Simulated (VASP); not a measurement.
Runs of VASP 6.6.1 on ClSiBrH2. The cell holds a molecule in a box, 5 atoms: a = 12.000 Å, b = 12.000 Å, c = 12.000 Å, α = 90.00°, β = 90.00°, γ = 90.00°. 

| task | level | cell | grid for exact exchange (PRECFOCK) | exchange at q = 0 | gap on the mesh (eV) | largest force (eV/Å) |
| --- | --- | --- | --- | --- | --- | --- |
| single point | SCAN | as given | - | - | 6.67 | 0.12 |
| single point | RPBE+D3(BJ) | as given | - | - | (b) | 0.16 |
| relaxation of the atoms | SCAN+D4 | atoms relaxed | - | - | (a) | 0.01 |
| single point | B3LYP+D4 | as given | Fast | truncated | 7.60 | 0.34 |

Alike in all rows: potentials or basis VASP PAW PBE potentials, release 64 (Cl, Si, Br, H); no spin polarisation; k mesh 1 × 1 × 1; cutoff (eV) 520; smearing gaussian 0.01 eV.

Q: Fill in the values left out.

A: (a) 6.71; (b) 5.99.

Caveats: the PAW data sets were made with another functional, which shifts forces and pressure a little.

A k mesh can miss the band edges, and the runs leave out spin-orbit coupling on Br.

Runs at the PBE level aren't shown here.
